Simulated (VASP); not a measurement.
Input:

```
MnGe
1.0
    0.00000     2.47235     2.47235
    2.47235     0.00000     2.47235
    2.47235     2.47235     0.00000
Ge Mn
1 1
Direct
  0.00000   0.00000   0.00000
  0.50000   0.50000   0.50000
```
Starting moments (μB, in the order of the record's atoms Ge Mn): -0.1 2.9.

Calculation: PBEsol GGA, VASP's PBE PAW potentials (set 64) (plane waves; VASP 6.6.1). Run with 400 eV cut-off, Gaussian smearing of 0.050 eV, potentials Ge_d Mn_pv.

Task: Give the spin-up energies of bands 10 to 17 at the high-symmetry points, in eV from the Fermi level.

Result: 
```json
[
 {"band": "10", "Γ": "-2.68", "X": "-4.70", "U": "-4.45", "L": "-6.42", "W": "-4.20"},
 {"band": "11", "Γ": "-2.68", "X": "-3.49", "U": "-4.42", "L": "-3.51", "W": "-4.20"},
 {"band": "12", "Γ": "-2.68", "X": "-1.83", "U": "-2.82", "L": "-3.51", "W": "-3.54"},
 {"band": "13", "Γ": "-2.18", "X": "-1.76", "U": "-1.88", "L": "-1.91", "W": "-1.76"},
 {"band": "14", "Γ": "-2.18", "X": "-1.76", "U": "-1.73", "L": "-1.91", "W": "-1.08"},
 {"band": "15", "Γ": "3.57", "X": "-0.28", "U": "-1.23", "L": "-1.22", "W": "-1.08"},
 {"band": "16", "Γ": "3.57", "X": "-0.28", "U": "-0.22", "L": "5.65", "W": "-0.41"},
 {"band": "17", "Γ": "3.57", "X": "-0.15", "U": "1.66", "L": "5.65", "W": "-0.20"}
]
```

Task: Give the spin-down energies of bands 10 to 17 at the high-symmetry points, in eV from the Fermi level.

Result: 
| band | Γ | X | U | L | W |
|---|---|---|---|---|---|
| 10 | -0.11 | -4.60 | -4.11 | -5.95 | -3.60 |
| 11 | -0.10 | -1.42 | -3.68 | -2.02 | -3.60 |
| 12 | -0.09 | -0.18 | -1.47 | -2.02 | -2.63 |
| 13 | -0.09 | -0.18 | 0.33 | 0.93 | 1.18 |
| 14 | -0.09 | 0.35 | 1.12 | 0.93 | 1.24 |
| 15 | 3.53 | 1.30 | 1.56 | 1.50 | 1.24 |
| 16 | 3.53 | 1.30 | 1.71 | 6.13 | 1.30 |
| 17 | 3.53 | 1.77 | 2.60 | 6.55 | 1.85 |

It has no gap at this level: it comes out as a metal or semimetal.

The structure was generated: MnGe was put into the rocksalt type (Fm-3m), which need not be its known phase. It was relaxed first, which changed the volume by -18 %.
